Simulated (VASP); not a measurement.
# Lu3AlN4 (P4/mmm) in VASP: notebook, part 3 of 3

VASP 6.6.1. Earlier steps stand in the parts before.

## 6. Relaxation of cell and atoms, PBE

This run uses another cell than the first one, of 16.74 Å³/atom, 1.061 times its volume.

Input file INCAR:

```
ALGO = Fast
EDIFF = 1E-4
EDIFFG = -0.08
ENCUT = 520
GGA = PE
IBRION = 2
ISIF = 3
ISMEAR = 0
LASPH = True
LCHARG = False
LREAL = False
LWAVE = False
NELM = 60
NSW = 24
PREC = Normal
SIGMA = 0.15
```

Input file KPOINTS:

```
k-points
0
Gamma
  3 3 3
```

Input file POSCAR:

```
Lu3AlN4
1.0
    5.1166867100      0.0000000000      0.0000000000
    0.0000000000      5.1166867100      0.0000000000
    0.0000000000      0.0000000000      5.1166867100
Lu Al N
3 1 4
Direct
    0.0000000000      0.0000000000      0.5000000000
    0.0000000000      0.5000000000      0.0000000000
    0.5000000000      0.0000000000      0.0000000000
    0.5000000000      0.5000000000      0.5000000000
    0.0000000000      0.0000000000      0.0000000000
    0.5000000000      0.5000000000      0.0000000000
    0.5000000000      0.0000000000      0.5000000000
    0.0000000000      0.5000000000      0.5000000000
```

Potentials or basis: VASP PAW PBE potentials, release 64 (Lu, Al, N).

Started as:

```
$ cat potpaw_PBE.64/Lu/POTCAR potpaw_PBE.64/Al/POTCAR potpaw_PBE.64/N/POTCAR > POTCAR
$ mpirun -np 4 vasp_std > vasp.out
```

Wall time 4 min (4 MPI ranks of Intel Xeon 6975P-C (Granite Rapids), shared host); peak memory 0.14 GiB.

It converged, with:

```
Free energy                            : -61.7619 eV
Relaxed volume                         : 12.73 Å³/atom
Relaxed cell                           : a = 4.670 Å, b = 4.670 Å, c = 4.670 Å, α = 90.00°, β = 90.00°, γ = 90.00°
Space group after relaxing (to 0.05 Å) : Pm-3m (No. 221)
Energy gained by relaxing              : 424.9 meV/atom
Ionic steps                            : 19
Pressure after relaxing                : -0.7 GPa
Band gap on the k mesh                 : none (metal or under the smearing width)
```

Step by step:
```csv
step,energy change (eV),largest force (eV/Å),pressure (GPa),volume (Å³)
1,0.0000,0.0000,-29.61,133.96
2,5341.5797,0.0000,495.57,82.48
3,411.6712,0.0000,-1289.74,128.72
4,3264.2790,0.0000,594.08,90.54
5,312.6699,0.0000,-53.27,108.52
6,10.6283,0.0000,-22.61,106.68
7,3.3032,0.0000,-12.75,105.43
8,-3.3045,0.0000,5.94,97.80
9,-3.3806,0.0000,3.93,100.06
10,-3.3952,0.0000,-1.04,102.72
11,-3.3993,0.0000,-5.88,102.15
12,-3.3939,0.0000,2.68,100.88
13,-3.3997,0.0000,9.69,101.51
14,-2.8612,0.0000,-14.09,112.22
15,-3.3016,0.0000,-5.35,105.53
16,-3.3569,0.0000,-3.51,104.05
17,-3.3951,0.0000,-2.90,102.78
18,-3.4005,0.0000,-6.14,102.15
19,-3.3993,0.0000,-0.73,101.83
```

Final structure:
```
CELL_PARAMETERS angstrom
4.66972 0.00000 0.00000
0.00000 4.66972 0.00000
0.00000 0.00000 4.66972
ATOMIC_POSITIONS crystal
Lu 0.00000 0.00000 0.50000
Lu 0.00000 0.50000 0.00000
Lu 0.50000 0.00000 0.00000
Al 0.50000 0.50000 0.50000
N 0.00000 0.00000 0.00000
N 0.50000 0.50000 0.00000
N 0.50000 0.00000 0.50000
N 0.00000 0.50000 0.50000
```

Levels at points of the mesh, in eV from the Fermi level:
| k point | band 46 | band 47 | band 48 | band 49 | band 50 | band 51 | band 52 | band 53 |
| --- | --- | --- | --- | --- | --- | --- | --- | --- |
| (0.00, 0.00, 0.00) | -0.63 | -0.17 | -0.05 | -0.05 | -0.05 | 0.36 | 0.36 | 0.36 |

Caveat: the k mesh is coarse (spacing up to 0.41 Å⁻¹), so the values aren't converged; the volume moved by over 15 % at a fixed basis, so the end points are rough; the relaxation stopped at a loose force limit of 0.08 eV/Å, so its end isn't a converged minimum.

## 7. Relaxation of cell and atoms, PBE

This run uses another cell than the first one, of 12.89 Å³/atom, 0.817 times its volume.

Edit INCAR of step 6 so:

```diff
@@ -8,2 +8,3 @@
 ISMEAR = 0
+KPAR = 4
 LASPH = True
```

Input file KPOINTS:

```
k-points
0
Gamma
  4 4 2
```

Input file POSCAR:

```
Lu3AlN4
1.0
    3.3237630000      0.0000000000      0.0000000000
    0.0000000000      3.3237630000      0.0000000000
    0.0000000000      0.0000000000      9.3331867300
Lu Al N
3 1 4
Direct
    0.5000000000      0.5000000000      0.7475339800
    0.0000000000      0.0000000000      0.5000000000
    0.5000000000      0.5000000000      0.2524660200
    0.0000000000      0.0000000000      0.0000000000
    0.0000000000      0.0000000000      0.2516997800
    0.5000000000      0.5000000000      0.0000000000
    0.0000000000      0.0000000000      0.7483002200
    0.5000000000      0.5000000000      0.5000000000
```

Potentials or basis: VASP PAW PBE potentials, release 64 (Lu, Al, N).

Started as:

```
$ cat potpaw_PBE.64/Lu/POTCAR potpaw_PBE.64/Al/POTCAR potpaw_PBE.64/N/POTCAR > POTCAR
$ mpirun -np 4 vasp_std > vasp.out
```

OUTCAR:

```text
EDIFF = 1E-4
   EDIFFG = -0.08
   ENCUT = 520
   GGA = PE
   IBRION = 2
   ISIF = 3
   ISMEAR = 0
   LASPH = True
   LREAL = False
   NELM = 60
   NSW = 24
   PREC = Normal

 ion  position               nearest neighbor table
   1  0.500  0.500  0.748-   8 2.31   7 2.35   7 2.35   7 2.35   7 2.35   6 2.36   2 3.30   2 3.30
                             2 3.30   2 3.30   4 3.33   4 3.33   4 3.33   4 3.33
   2  0.000  0.000  0.500-   5 2.32   7 2.32   8 2.35   8 2.35   8 2.35   8 2.35   3 3.30   3 3.30
                             1 3.30   3 3.30   1 3.30   1 3.30   3 3.30   1 3.30
   3  0.500  0.500  0.252-   8 2.31   5 2.35   5 2.35   5 2.35   5 2.35   6 2.36   2 3.30   2 3.30
                             2 3.30   2 3.30   4 3.33   4 3.33   4 3.33   4 3.33
   4  0.000  0.000  0.000-   5 2.35   7 2.35   6 2.35   6 2.35   6 2.35   6 2.35   3 3.33   3 3.33
                             1 3.33   3 3.33   1 3.33   1 3.33   3 3.33   1 3.33
   5  0.000  0.000  0.252-   2 2.32   4 2.35   3 2.35   3 2.35   3 2.35   3 2.35
   6  0.500  0.500  0.000-   4 2.35   4 2.35   4 2.35   4 2.35   1 2.36   3 2.36
   7  0.000  0.000  0.748-   2 2.32   4 2.35   1 2.35   1 2.35   1 2.35   1 2.35
   8  0.500  0.500  0.500-   1 2.31   3 2.31   2 2.35   2 2.35   2 2.35   2 2.35
[... 397 lines left out ...]
--------------------------------------- Ionic step       13  -------------------------------------------

 number of electron      97.9999996 magnetization

 Free energy of the ion-electron system (eV)
  ---------------------------------------------------
  ext. energy  EPLUGINS =         0.00000000
  ---------------------------------------------------
  free energy    TOTEN  =       -62.14606253 eV

  energy without entropy =      -62.13544296  energy(sigma->0) =      -62.14075274

 E-fermi :   4.5799     XC(G=0): -12.2427

 val. band max:        4.5121189224   @ k =   0.0000   0.0000   0.0000
 cond. band min:       4.5905259427   @ k =   0.0000   0.0000   0.0000
 fundamental gap:      0.0784070203
 Fermi energy:         4.5799446129

 k-point     1 :       0.0000    0.0000    0.0000
  band No.  band energies     occupation
      1     -50.3372      2.00000
      2     -49.8841      2.00000
      3     -49.8833      2.00000
      4     -21.3280      2.00000
      5     -20.9122      2.00000
      6     -20.9122      2.00000
[... 756 lines left out ...]
  FREE ENERGIE OF THE ION-ELECTRON SYSTEM (eV)
  ---------------------------------------------------
  free  energy   TOTEN  =       -62.1460625302 eV

  energy  without entropy=      -62.1354429559  energy(sigma->0) =      -62.14075274

 reached required accuracy - stopping structural energy minimisation
```

CONTCAR:

```text
Lu3AlN4
   1.00000000000000
     3.3205721794156720    0.0000000000000000    0.0000000000000000
    -0.0000000000000000    3.3205721794156720   -0.0000000000000000
     0.0000000000000000   -0.0000000000000000    9.1727651706802060
  Lu              Al              N
     3     1     4
Direct
     0.5000000000000000    0.5000000000000000    0.7625054699082758
     0.0000000000000000    0.0000000000000000    0.5000000000000000
     0.5000000000000000    0.5000000000000000    0.2374945300917242
     0.0000000000000000    0.0000000000000000    0.0000000000000000
     0.0000000000000000    0.0000000000000000    0.2299888707350373
     0.5000000000000000    0.5000000000000000    0.0000000000000000
     0.0000000000000000    0.0000000000000000    0.7700111292649627
     0.5000000000000000    0.5000000000000000    0.5000000000000000

  0.00000000E+00  0.00000000E+00  0.00000000E+00
  0.00000000E+00  0.00000000E+00  0.00000000E+00
  0.00000000E+00  0.00000000E+00  0.00000000E+00
  0.00000000E+00  0.00000000E+00  0.00000000E+00
  0.00000000E+00  0.00000000E+00  0.00000000E+00
  0.00000000E+00  0.00000000E+00  0.00000000E+00
  0.00000000E+00  0.00000000E+00  0.00000000E+00
  0.00000000E+00  0.00000000E+00  0.00000000E+00
```

It took 3.1 min on 4 MPI ranks of Intel Xeon 6975P-C (Granite Rapids), shared host; peak memory 0.2 GiB.

Results:

```yaml
Free_energy: -62.1461 eV
Relaxed_volume: 12.64 Å³/atom
Relaxed_cell: a = 3.321 Å, b = 3.321 Å, c = 9.173 Å, α = 90.00°, β = 90.00°, γ = 90.00°
Space_group_after_relaxing_to_0.05_Å: P4/mmm (No. 123)
Energy_gained_by_relaxing: 53.9 meV/atom
Ionic_steps: 13
Pressure_after_relaxing: -0.5 GPa
Largest_force_after_relaxing: 0.080 eV/Å
Band_gap_on_the_k_mesh: 0.08 eV, direct
```

Forces in eV/Å, atoms in the order of the input:
```
Lu   0.000  0.000  0.080
Lu   0.000  0.000  0.000
Lu   0.000  0.000 -0.080
Al   0.000  0.000  0.000
N    0.000  0.000  0.033
N    0.000  0.000  0.000
N    0.000  0.000 -0.033
N    0.000  0.000  0.000
```

Stress tensor (GPa, compression positive):
```
-0.29  0.00  0.00
 0.00 -0.29  0.00
 0.00  0.00 -0.88
```

The path:
```
step  energy change (eV)  largest force (eV/Å)  pressure (GPa)  volume (Å³)
   1              0.0000                1.4029           -2.57       103.11
   2             -0.2183                1.0233           -1.28       100.06
   3             -0.1672                1.1943            6.39        96.52
   4             -0.2405                1.1233            5.98        98.26
   5             -0.2428                1.0923            4.98        98.91
   6             -0.3564                0.8008            1.50       100.50
   7             -0.3875                0.6615           -0.46       101.88
   8             -0.3879                0.7269           -0.20       102.07
   9             -0.4223                0.1469           -2.18       102.09
  10             -0.4240                0.0880           -2.07       102.10
  11             -0.4274                0.1452            1.04       100.33
  12             -0.4308                0.0992           -0.01       101.11
  13             -0.4311                0.0795           -0.49       101.14
```

Final structure:
```xyz
8
Lattice="3.3206 0.0000 0.0000 0.0000 3.3206 0.0000 0.0000 0.0000 9.1728" Properties=species:S:1:pos:R:3 pbc="T T T"
Lu    1.6603    1.6603    6.9943
Lu    0.0000    0.0000    4.5864
Lu    1.6603    1.6603    2.1785
Al    0.0000    0.0000    0.0000
N     0.0000    0.0000    2.1096
N     1.6603    1.6603    0.0000
N     0.0000    0.0000    7.0631
N     1.6603    1.6603    4.5864
```

Caveat: the k mesh is coarse (spacing up to 0.47 Å⁻¹), so the values aren't converged; spin-orbit coupling is left out, which moves the levels of the heavy elements; the relaxation stopped at a loose force limit of 0.08 eV/Å, so its end isn't a converged minimum. A k mesh can miss the band edges.

## 8. Summary

```tsv
k mesh	mesh quality	gap on the mesh (eV)	pressure (GPa)	relaxed volume (Å³/atom)	largest force (eV/Å)
3 × 3 × 3	coarse	none	-0.7	-	-
4 × 4 × 4	coarse	0.35	0.5	-	0.01
3 × 3 × 3	not flagged	2.26	0.2	21.05	0.04
4 × 4 × 2	coarse	0.08	-0.5	12.64	0.08
```

Alike in all rows: task relaxation of cell and atoms; level PBE; potentials or basis VASP PAW PBE potentials, release 64 (Lu, Al, N); no spin polarisation; cell relaxed; cutoff (eV) 520; smearing gaussian 0.15 eV.

Caveats: some runs use coarse meshes; the relaxation stopped at a loose force limit of 0.08 eV/Å, so its end isn't a converged minimum; spin-orbit coupling is left out, which moves the levels of the heavy elements (some runs); the volume moved by over 15 % at a fixed basis, so the end points are rough (some runs).

Total energies depend on the potentials used, so only differences within one code and one set of settings carry meaning.
